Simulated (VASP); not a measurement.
Consider the following.

```
CELL_PARAMETERS angstrom
      1.78291    -3.08810     0.00000
      1.78291     3.08810     0.00000
      0.00000     0.00000     4.82326
ATOMIC_POSITIONS crystal
  Pt 0.00000 0.00000 0.00000
  S  0.33333 0.66667 0.24838
  S  0.68069 0.34735 0.75162
```

Computed with PBEsol GGA, VASP's PBE PAW potentials (set 64) (plane waves; VASP). Numerical set-up: 480 eV cut-off, 8×8×4 Γ-centred mesh, Gaussian smearing of 0.050 eV, potentials Pt S.

Without a dispersion term in the relaxation, distances and binding between the weakly bound layers, chains or molecules are unreliable, and so is what depends on them.

### Question
Give the force on each atom (eV/Å).

### Answer

```
atom      Fx      Fy      Fz
----  ------  ------  ------
Pt1    0.421   0.020   0.024
S2     0.053   0.002   0.005
S3    -0.475  -0.022  -0.029
```

### Question
Give the stress tensor in GPa (positive for a compressed cell).

### Answer

```
0.19  0.85  1.66
0.85  0.10  0.09
1.66  0.09  0.00
```
The pressure is its mean diagonal, 0.09 GPa.

The compound is PtS2 in the 1T layered structure. This cell was strained or had an atom moved on purpose.
